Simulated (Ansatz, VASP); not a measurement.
# H17C8S3NO5F6: VASP beside Ansatz

One calculation is typed for both programs; each brings its own data sets. How far apart do they land? The cell is taken from a series of runs on this material, whose earlier steps may have relaxed, scaled, displaced or heated it; both programs get it as it stands.

Calculated with Ansatz 0.2.0; plane waves, with VASP 6.6.1 beside it; single point at PBE with D4.

### 1. The structure

The cell holds 120 atoms: 24 C, 9 S, 51 H, 3 N, 15 O and 18 F. Its edges and angles: a = 10.614 Å, b = 10.614 Å, c = 10.614 Å, α = 90.0°, β = 90.0°, γ = 90.0°.

### 2. VASP: single point, PBE with D4, pair 1

A single point gives forces, pressure and levels at one fixed geometry, so differences don't come from the geometry; what else differs is listed under the comparison.

Lines of VASP's logs that name or quote its potential files are left out, and so is its time.

Input file INCAR:

```
SYSTEM = H17C8S3NO5F6
PREC = Accurate
ENCUT = 600
EDIFF = 1E-06
NELM = 120
ISMEAR = 0
SIGMA = 0.01
LREAL = Auto
ALGO = Normal
GGA = PE
IVDW = 13
NBANDS = 304
LORBIT = 11
LWAVE = .FALSE.
LCHARG = .FALSE.
ISIF = 2
LASPH = .TRUE.
GGA_COMPAT = .FALSE.
EFERMI = MIDGAP
NCORE = 4
```

Input file POSCAR:

```
H17C8S3NO5F6
1.0
   10.6138600000      0.0000000000      0.0000000000
    0.0000000000     10.6138600000      0.0000000000
    0.0000000000      0.0000000000     10.6138600000
C S H N O F
24 9 51 3 15 18
Direct
    0.4396000000      0.5864700000      0.5024600000
    0.3124400000      0.6294600000      0.5689700000
    0.0962000000      0.7686100000      0.5618300000
    0.0009400000      0.6701900000      0.6001600000
    0.3066300000      0.8586400000      0.4652200000
    0.3616100000      0.8939700000      0.3415400000
    0.2971100000      0.9780200000      0.7932200000
    0.3888400000      0.9928300000      0.9057000000
    0.5624300000      0.8967500000      0.0681300000
    0.6162200000      0.7874600000      0.1444800000
    0.5934800000      0.8607500000      0.8101300000
    0.6984600000      0.7654800000      0.8330700000
    0.7774900000      0.5005300000      0.3630900000
    0.6628600000      0.4554400000      0.2871100000
    0.7591800000      0.4806400000      0.0445300000
    0.8202300000      0.4208400000      0.9295700000
    0.5665300000      0.3298500000      0.0941600000
    0.5208400000      0.2068600000      0.1449900000
    0.9988000000      0.2656200000      0.1966600000
    0.2932400000      0.2344400000      0.4816400000
    0.9543700000      0.9522500000      0.9454600000
    0.1528400000      0.5693200000      0.0871300000
    0.7947100000      0.9434700000      0.5086900000
    0.6210300000      0.2948700000      0.6544000000
    0.2159200000      0.7152000000      0.4498900000
    0.4651700000      0.8437300000      0.9297700000
    0.7196400000      0.3609800000      0.1615400000
    0.1605900000      0.2291600000      0.2231900000
    0.1285400000      0.1971900000      0.4566700000
    0.9930200000      0.8693600000      0.0892900000
[... 84 atom lines left out ...]
    0.7812400000      0.8301600000      0.4482600000
    0.7996100000      0.9131300000      0.6290200000
    0.9120700000      0.9939200000      0.4865400000
    0.5314900000      0.2969000000      0.5610800000
    0.5743400000      0.2204700000      0.7480800000
    0.6333600000      0.4193300000      0.6954700000
```

Input file KPOINTS:

```
Automatic mesh
0
Gamma
1 1 1
0 0 0
```

PAW data sets: C, S, H, N, O and F (PBE family, release 64).

Started as:

```console
mpirun -np 16 vasp_gam
```

Numbers of over 12 decimals in the logs are rounded to 6 here.

Output:

```text
[banner, memory and clock lines left out]
running   16 mpi-ranks, on    1 nodes
[...]
LDA part: xc-table for (Slater+PW92), standard interpolation
 POSCAR, INCAR and KPOINTS ok, starting setup
[...]
entering main loop
       N       E                     dE             d eps       ncg     rms          rms(c)
DAV:   1     0.397739475895E+04    0.39774E+04   -0.26911E+05   608   0.155E+03
DAV:   2    -0.313016246383E+03   -0.42904E+04   -0.40523E+04   752   0.357E+02
DAV:   3    -0.689377085860E+03   -0.37636E+03   -0.37270E+03   744   0.109E+02
DAV:   4    -0.697272991678E+03   -0.78959E+01   -0.78528E+01   736   0.171E+01
[...]
DAV:  17    -0.627810858200E+03    0.14816E-04   -0.12765E-05   784   0.209E-02    0.899E-03
DAV:  18    -0.627810856443E+03    0.17572E-05   -0.17003E-05   736   0.139E-02    0.512E-03
DAV:  19    -0.627810856917E+03   -0.47370E-06   -0.66609E-06   680   0.525E-03
   1 F= -.63612496E+03 E0= -.63612496E+03  d E =0.000000E+00
```

From OUTCAR (step 2):

```text
  FREE ENERGIE OF THE ION-ELECTRON SYSTEM (eV)
  ---------------------------------------------------
  free  energy   TOTEN  =      -636.1249637555 eV

  energy  without entropy=     -636.1249637555  energy(sigma->0) =     -636.12496376
```

The run ends at a pressure of 2.56 GPa, with forces up to 5.0 eV/Å.

### 3. Ansatz: single point, PBE with D4, pair 1

Ansatz runs on its default PAW (the set named soft_2) files.

The same cell, functional and mesh now go to Ansatz, which takes its cutoff from its data sets.

Input file input.yaml:

```yaml
crystal:
  lattice:
    - [10.61386, 0.0, 0.0]
    - [0.0, 10.61386, 0.0]
    - [0.0, 0.0, 10.61386]
  atoms:
    - { symbol: C, position: [0.4396, 0.58647, 0.50246] }
    - { symbol: C, position: [0.31244, 0.62946, 0.56897] }
    - { symbol: S, position: [0.21592, 0.7152, 0.44989] }
    - { symbol: C, position: [0.0962, 0.76861, 0.56183] }
    - { symbol: C, position: [0.00094, 0.67019, 0.60016] }
    - { symbol: C, position: [0.30663, 0.85864, 0.46522] }
    - { symbol: C, position: [0.36161, 0.89397, 0.34154] }
    - { symbol: H, position: [0.43194, 0.51121, 0.4303] }
    - { symbol: H, position: [0.47958, 0.66398, 0.44379] }
    - { symbol: H, position: [0.51021, 0.55732, 0.57134] }
    - { symbol: H, position: [0.26095, 0.54843, 0.59748] }
    - { symbol: H, position: [0.33634, 0.6921, 0.65145] }
    - { symbol: H, position: [0.13732, 0.80933, 0.64511] }
    - { symbol: H, position: [0.04966, 0.846, 0.51353] }
    - { symbol: H, position: [0.93802, 0.66577, 0.51901] }
    - { symbol: H, position: [0.93785, 0.71334, 0.67038] }
    - { symbol: H, position: [0.03317, 0.5734, 0.62159] }
    - { symbol: H, position: [0.23908, 0.93283, 0.47412] }
    - { symbol: H, position: [0.37676, 0.86844, 0.54597] }
    - { symbol: H, position: [0.29148, 0.89121, 0.26427] }
    - { symbol: H, position: [0.42682, 0.82345, 0.31008] }
    - { symbol: H, position: [0.4003, 0.98588, 0.3514] }
    - { symbol: C, position: [0.29711, 0.97802, 0.79322] }
    - { symbol: C, position: [0.38884, 0.99283, 0.9057] }
    - { symbol: S, position: [0.46517, 0.84373, 0.92977] }
    - { symbol: C, position: [0.56243, 0.89675, 0.06813] }
    - { symbol: C, position: [0.61622, 0.78746, 0.14448] }
    - { symbol: C, position: [0.59348, 0.86075, 0.81013] }
    - { symbol: C, position: [0.69846, 0.76548, 0.83307] }
    - { symbol: H, position: [0.23748, 0.05569, 0.78826] }
    - { symbol: H, position: [0.2407, 0.89451, 0.81273] }
    - { symbol: H, position: [0.35083, 0.96631, 0.70479] }
    - { symbol: H, position: [0.33835, 0.01717, 0.99986] }
    - { symbol: H, position: [0.44962, 0.07268, 0.88024] }
    - { symbol: H, position: [0.49497, 0.94702, 0.12645] }
    - { symbol: H, position: [0.63589, 0.95549, 0.02865] }
    - { symbol: H, position: [0.65399, 0.82893, 0.23398] }
    - { symbol: H, position: [0.54757, 0.72488, 0.183] }
    - { symbol: H, position: [0.68579, 0.73497, 0.08708] }
    - { symbol: H, position: [0.55, 0.84329, 0.72064] }
    - { symbol: H, position: [0.62496, 0.96025, 0.80957] }
    - { symbol: H, position: [0.77236, 0.78736, 0.90292] }
    - { symbol: H, position: [0.74186, 0.74879, 0.7441] }
    - { symbol: H, position: [0.664, 0.67577, 0.86874] }
    - { symbol: C, position: [0.77749, 0.50053, 0.36309] }
    - { symbol: C, position: [0.66286, 0.45544, 0.28711] }
    - { symbol: S, position: [0.71964, 0.36098, 0.16154] }
    - { symbol: C, position: [0.75918, 0.48064, 0.04453] }
    - { symbol: C, position: [0.82023, 0.42084, 0.92957] }
    - { symbol: C, position: [0.56653, 0.32985, 0.09416] }
    - { symbol: C, position: [0.52084, 0.20686, 0.14499] }
[... 13 lines left out ...]
    - { symbol: H, position: [0.4512, 0.1625, 0.08561] }
    - { symbol: H, position: [0.50348, 0.20395, 0.24566] }
    - { symbol: "N", position: [0.14125, 0.13017, 0.33044] }
    - { symbol: S, position: [0.16059, 0.22916, 0.22319] }
    - { symbol: O, position: [0.20534, 0.17604, 0.10576] }
    - { symbol: O, position: [0.22466, 0.34752, 0.25642] }
    - { symbol: C, position: [0.9988, 0.26562, 0.19666] }
    - { symbol: F, position: [0.96909, 0.2334, 0.07307] }
    - { symbol: F, position: [0.97942, 0.38978, 0.2088] }
    - { symbol: F, position: [0.91655, 0.20556, 0.27371] }
    - { symbol: S, position: [0.12854, 0.19719, 0.45667] }
    - { symbol: O, position: [0.06994, 0.32172, 0.46007] }
    - { symbol: O, position: [0.08992, 0.12629, 0.56677] }
    - { symbol: C, position: [0.29324, 0.23444, 0.48164] }
    - { symbol: F, position: [0.37423, 0.18936, 0.39446] }
    - { symbol: F, position: [0.31476, 0.3603, 0.50073] }
    - { symbol: F, position: [0.33611, 0.17588, 0.59065] }
    - { symbol: "N", position: [0.12123, 0.81137, 0.04627] }
    - { symbol: S, position: [0.99302, 0.86936, 0.08929] }
    - { symbol: O, position: [0.999, 0.96989, 0.18952] }
    - { symbol: O, position: [0.89428, 0.78012, 0.1051] }
    - { symbol: C, position: [0.95437, 0.95225, 0.94546] }
    - { symbol: F, position: [0.02693, 0.05905, 0.93723] }
    - { symbol: F, position: [0.8347, 0.98889, 0.94226] }
    - { symbol: F, position: [0.9789, 0.87819, 0.84456] }
    - { symbol: S, position: [0.11196, 0.68822, 0.96283] }
    - { symbol: O, position: [0.9942, 0.64111, 0.9125] }
    - { symbol: O, position: [0.21756, 0.67353, 0.87458] }
    - { symbol: C, position: [0.15284, 0.56932, 0.08713] }
    - { symbol: F, position: [0.27778, 0.56139, 0.1141] }
    - { symbol: F, position: [0.08131, 0.58269, 0.1979] }
    - { symbol: F, position: [0.12346, 0.45618, 0.03766] }
    - { symbol: "N", position: [0.74363, 0.18735, 0.4723] }
    - { symbol: S, position: [0.67379, 0.05639, 0.47561] }
    - { symbol: O, position: [0.63974, 0.02757, 0.34575] }
    - { symbol: O, position: [0.56639, 0.04586, 0.56057] }
    - { symbol: C, position: [0.79471, 0.94347, 0.50869] }
    - { symbol: F, position: [0.78124, 0.83016, 0.44826] }
    - { symbol: F, position: [0.79961, 0.91313, 0.62902] }
    - { symbol: F, position: [0.91207, 0.99392, 0.48654] }
    - { symbol: S, position: [0.77223, 0.23457, 0.60647] }
    - { symbol: O, position: [0.80843, 0.13789, 0.69374] }
    - { symbol: O, position: [0.84308, 0.34736, 0.61487] }
    - { symbol: C, position: [0.62103, 0.29487, 0.6544] }
    - { symbol: F, position: [0.53149, 0.2969, 0.56108] }
    - { symbol: F, position: [0.57434, 0.22047, 0.74808] }
    - { symbol: F, position: [0.63336, 0.41933, 0.69547] }
    - { symbol: O, position: [0.30243, 0.29108, 0.89582] }
    - { symbol: H, position: [0.22562, 0.31191, 0.84538] }
    - { symbol: H, position: [0.27879, 0.23389, 0.96686] }
    - { symbol: O, position: [0.4208, 0.52425, 0.86047] }
    - { symbol: H, position: [0.38339, 0.43817, 0.85221] }
    - { symbol: H, position: [0.35226, 0.58686, 0.87658] }
    - { symbol: O, position: [0.068, 0.30112, 0.76891] }
    - { symbol: H, position: [0.01222, 0.37389, 0.74722] }
    - { symbol: H, position: [0.05398, 0.23133, 0.70718] }
kpoints:
  mp_grid: { grid: [1, 1, 1] }
hamiltonian:
  xc: pbe
  dispersion: d4
scf:
  occupations: { method: fixed }
output:
  forces: true
  stress: true
  populations: intrinsic
  dos:
    method: { smearing: { sigma: 0.08 } }
    de: 0.1
    projected: { site_lists: { C: [C], F: [F], H: [H], "N": ["N"], O: [O] } }
  eigenvalues: true
```

Started as:

```console
ansatz run input.yaml --threads 4 --pin off --max-ram 8192MiB --backend cpu --events-out ev --progress --plain --runs-dir out
```

Output:

```text
Engine: ansatz 0.2.0, aarch64-unknown-linux-gnu
Pseudopotentials: kind: paw
Pseudopotential: C, paw, valence charge 4, recommended cutoff 420 eV (normal), C.paw.azcp
Pseudopotential: S, paw, valence charge 6, recommended cutoff 420 eV (normal), S.paw.azcp
Pseudopotential: H, paw, valence charge 1, recommended cutoff 420 eV (normal), H.paw.azcp
Pseudopotential: N, paw, valence charge 5, recommended cutoff 420 eV (normal), N.paw.azcp
Pseudopotential: O, paw, valence charge 6, recommended cutoff 420 eV (normal), O.paw.azcp
Pseudopotential: F, paw, valence charge 7, recommended cutoff 420 eV (normal), F.paw.azcp
Functional definition: PBE
  parameter kappa = 0.804
  parameter beta = 0.066725
  exchange = pbe_x(kappa = kappa, mu = beta*pi^2/3)
  correlation = pbe_c(beta = beta)
Crystal: 120 atoms, lattice volume = 1195.694 Å³
Basis set: ecut = 420 eV, 23439 PW (Γ), exchange–correlation on 144×144×144 points (8 copies of the dense FFT grid, shifted against one another)
Bands: 336, of which v1, the nominal top of the filled ones, is band 216 counted from 1 (215 counted from 0)
Symmetry: 1 space group operations
Space group: P1 (ITA 1), of the structure as read, at distance tolerance 1.1e-4 Å
k-points: 1
Non-local potential: C, projectors of the file, l = 0: 2, l = 1: 2, l = 2: 1
Non-local potential: S, projectors of the file, l = 0: 2, l = 1: 2, l = 2: 2
Non-local potential: H, projectors of the file, l = 0: 2, l = 1: 1
Non-local potential: N, projectors of the file, l = 0: 2, l = 1: 2, l = 2: 1
Non-local potential: O, projectors of the file, l = 0: 2, l = 1: 2, l = 2: 1
Non-local potential: F, projectors of the file, l = 0: 2, l = 1: 2, l = 2: 1
PAW form: soft (Blöchl's): semilocal exchange-correlation on the pseudo side does not see the compensation charge
PAW one-centre angular grid: C, 110 points (default); XC on 64 Gauss nodes
PAW one-centre angular grid: S, 110 points (default); XC on 64 Gauss nodes
PAW one-centre angular grid: H, 110 points (default); XC on 64 Gauss nodes
PAW one-centre angular grid: N, 110 points (default); XC on 64 Gauss nodes
PAW one-centre angular grid: O, 110 points (default); XC on 64 Gauss nodes
PAW one-centre angular grid: F, 110 points (default); XC on 64 Gauss nodes
Initial density: superposition of atomic densities (neutral atoms: chi_scale 0, normalization atom), corrected by the library's trained network
Initial wavefunctions: pseudopotential atomic-orbital guess
Functional: x = pbe(κ = 0.804, μ = 0.219515), c = pbe(β = 0.066725)
SCF iter   1: F=—  HF=-39150.996057 eV  |F-HF|=—  |Δ(HF+E_count)|=         —  Δρ=6.49e-3  dr2=6.27e-1  ethr=1.77e-3  ⟨swp⟩=4.0  Hψ=1249  notcnv=0  defer=115
preconditioner: auto → Resta (q_TF=auto, 2.303 Å⁻¹)  ε∞=2.9  [insulator: Δε(μ)=4.192 eV  Ē_g=15.706 eV  n_scr=250 (ndim 8)  ℏωp=21.4 eV  f_vac=0.173  ε∞_Penn≈2.9]
SCF iter   2: F=—  HF=-39150.809791 eV  |F-HF|=—  |Δ(HF+E_count)|=   1.86e-1  Δρ=3.09e-3  dr2=1.09e-1  ethr=1.45e-4  ⟨swp⟩=2.0  Hψ=572  notcnv=0  defer=118
SCF iter   3: F=—  HF=-39150.807248 eV  |F-HF|=—  |Δ(HF+E_count)|=   2.54e-3  Δρ=1.33e-3  dr2=2.61e-2  ethr=2.52e-5  ⟨swp⟩=2.0  Hψ=409  notcnv=0  defer=118
SCF iter   4: F=—  HF=-39150.804904 eV  |F-HF|=—  |Δ(HF+E_count)|=   2.34e-3  Δρ=4.75e-4  dr2=3.26e-3  ethr=6.05e-6  ⟨swp⟩=2.0  Hψ=416  notcnv=0  defer=118
SCF iter   5: F=—  HF=-39150.804761 eV  |F-HF|=—  |Δ(HF+E_count)|=   1.43e-4  Δρ=2.93e-4  dr2=1.02e-3  ethr=7.54e-7  ⟨swp⟩=2.0  Hψ=420  notcnv=0  defer=118
SCF iter   6: F=—  HF=-39150.804653 eV  |F-HF|=—  |Δ(HF+E_count)|=   1.08e-4  Δρ=9.26e-5  dr2=1.11e-4  ethr=2.35e-7  ⟨swp⟩=2.0  Hψ=418  notcnv=0  defer=114
SCF iter   7: F=—  HF=-39150.804667 eV  |F-HF|=—  |Δ(HF+E_count)|=   1.41e-5  Δρ=3.46e-5  dr2=1.40e-5  ethr=2.58e-8  ⟨swp⟩=2.0  Hψ=417  notcnv=0  defer=114
SCF iter   8: F=—  HF=-39150.806110 eV  |F-HF|=—  |Δ(HF+E_count)|=   1.44e-3  Δρ=1.81e-5  dr2=3.64e-6  ethr=3.24e-9  ⟨swp⟩=2.0  Hψ=534  notcnv=0  defer=114
SCF iter   9: F=—  HF=-39150.806110 eV  |F-HF|=—  |Δ(HF+E_count)|=   2.12e-7  Δρ=4.65e-6  dr2=2.61e-7  ethr=8.42e-10  ⟨swp⟩=2.0  Hψ=417  notcnv=0  defer=114
SCF iter  10: F=-39150.806110 eV  HF=-39150.806110 eV  |F-HF|=2.52e-8  |Δ(HF+E_count)|=   1.74e-7  Δρ=2.58e-6  dr2=7.07e-8  ethr=2.31e-11  ⟨swp⟩=16.0  Hψ=2120  notcnv=0
SCF 1 converged in 10 iterations: F = -39150.806110 eV  dr2 = 7.07e-8
  greatest PAW one-centre occupation: 0.936 electrons in one spin orbital (limit 2), on the F atom at site 72 (counted from 0), in its partial waves of l = 0
SCF converged after 10 iterations
Free energy (F): -39150.806110 eV
Harris-Foulkes:  -39150.806110 eV  (|F-HF|=2.52e-8)
Internal energy: -39150.806110 eV  (E = F + TS)
E sigma→0 (E₀):  -39150.806110 eV
Fermi energy:    1.060913 eV
--- Per-component energies (eV) ---
  E_band       = -3253.212926
  E_kinetic    = 10665.970930
  E_local      = -37768.431738  (includes V_loc(G=0)·N_el)
  E_nonlocal   = 3155.335019
[...]
atom  75  S     -1.06412516     3.36125581     3.62323550
  atom  76  O     -0.09464461    -0.36189199    -0.74931995
  atom  77  O      0.50609085    -1.60849901    -0.48229422
  atom  78  C      2.80485346     0.16584433     2.54078570
  atom  79  F     -0.36805389     0.50683426    -0.35285110
  atom  80  F     -0.56000073    -1.12014916    -0.46840721
  atom  81  F     -1.04682968     0.28842742    -0.32079548
  atom  82  N      1.37387764     0.22405535    -0.14784399
  atom  83  S     -0.88148950     3.72212344     2.98694823
  atom  84  O      0.68592893    -2.54437122    -2.36250850
  atom  85  O     -1.34140376    -1.39704823     0.31126689
  atom  86  C      0.93892900     1.90376231    -0.72849928
  atom  87  F     -0.35271485    -1.20758398    -0.41645582
  atom  88  F     -0.56178850     0.14614811     0.00367881
  atom  89  F     -0.23041447     0.55908961    -0.22153071
  atom  90  S      0.95510573    -2.53436274    -0.08692866
  atom  91  O     -0.12826344     0.52004674     0.29475275
  atom  92  O     -0.28578479     1.13440053     0.33335174
  atom  93  C     -0.21524275    -1.51777882     0.84459044
  atom  94  F     -0.69602480     0.96909983     0.28133035
  atom  95  F      1.46956190     0.74750757    -1.48216030
  atom  96  F     -0.10614941     0.31578044    -0.26836571
  atom  97  N      0.21520939    -0.23051079    -1.35020424
  atom  98  S     -3.01488810     0.25380267    -3.01042230
[...]
atom 113  H      0.14961419    -0.69735518     0.62582976
  atom 114  H     -0.26456583     1.11386373    -0.83192909
  atom 115  O     -0.07082751     0.26714204    -0.20108258
  atom 116  H      0.04056542     0.86553532     0.55682032
  atom 117  H      0.53595342    -1.25648237    -0.19508601
  atom 118  O     -0.30345096     0.49674414    -0.23910413
  atom 119  H      0.67036687    -1.48755128    -0.09638890
  atom 120  H     -0.06326852     1.12754181     0.44156118
  max |Σ_I F_I| component: 1.13e-4 eV/Å
--- Stress (GPa, compression-positive) ---
        3.882085       0.373628      -0.130496
        0.373628       2.654340      -0.829865
       -0.130496      -0.829865       1.863152
  P = ⅓ Tr σ = 2.7999 GPa (27.999 kbar)
--- Band table (eV) ---
  k-point 0: bands = [... 212 lower, 0.6040, 0.6732, 0.7510, 1.0609, 4.8751, 4.9884, 5.0905, 5.2191, ... 116 higher]
--- intrinsic populations: 120 sites ---
  site symbol       q [e]
     0      C      4.5203
     1      C      4.3828
     2      S      5.2467
     3      C      4.4080
     4      C      4.5164
     5      C      4.3994
     6      C      4.5238
     7      H      0.8126
     8      H      0.8485
     9      H      0.7913
    10      H      0.7710
    11      H      0.8134
    12      H      0.8025
    13      H      0.7888
    14      H      0.8170
    15      H      0.8039
    16      H      0.8096
    17      H      0.7856
    18      H      0.8230
    19      H      0.8160
    20      H      0.8415
    21      H      0.7872
    22      C      4.5199
    23      C      4.4086
[...]
112      H      0.6201
   113      H      0.6294
   114      O      6.8576
   115      H      0.6223
   116      H      0.6393
   117      O      6.7662
   118      H      0.6135
   119      H      0.6145
  spilling = -0.000000 (of n_electrons = 432.000000)
```

### 4. Comparison

Known differences besides the potentials themselves: fixed occupations in Ansatz, narrow Gaussian smearing in VASP; the cutoff is 420 eV in Ansatz and 600 eV in VASP (PREC = Accurate, projectors in real space). Total energies have different zeros and are not compared.

The two programs side by side:

```csv
quantity,Ansatz,VASP,difference
pressure (GPa),2.80,2.56,+0.24
gap on the k mesh (eV),3.814,3.819,-0.004
```

Forces on 9 of the 120 atoms, those with the largest forces and the largest differences (eV/Å; atoms numbered as in POSCAR):

```
atom         Ansatz x, y, z            VASP x, y, z
 C19  -2.570, 0.050, -1.540  -2.139, -0.102, -1.506
 C20    2.805, 0.166, 2.541     2.373, 0.110, 2.478
 C23   2.656, -1.270, 0.755    2.334, -0.960, 0.526
 S28   2.327, 1.881, -1.583    2.447, 1.780, -1.665
 S29   -1.064, 3.361, 3.623    -1.184, 3.280, 3.641
 S30   -0.881, 3.722, 2.987    -1.008, 3.444, 3.012
 S32  -3.015, 0.254, -3.010   -3.165, 0.305, -3.094
 O92  0.686, -2.544, -2.363   0.692, -2.598, -2.422
F116  -0.518, -0.564, 1.275   -0.506, -0.682, 1.728
```

The forces differ by 121 meV/Å r.m.s., which is 12.9 % of the r.m.s. force of 0.934 eV/Å (both taken over all components). A gap on the mesh is an upper bound, since the band edges may lie between its points.

(Part 1 of 2 ends here.)

[Lines on the potential files, build, host, timing and source positions are cut from VASP's logs without a mark.]

[Logs are printed without paths, hosts, clocks, repeated set-up lines and the standing remarks that a program may print on its own settings, such as how far it seeks lower states.]

[Hosts, paths, dates, database ids (printed as entryN), source tags and the programs' standing remarks are cut or masked in the printed files.]
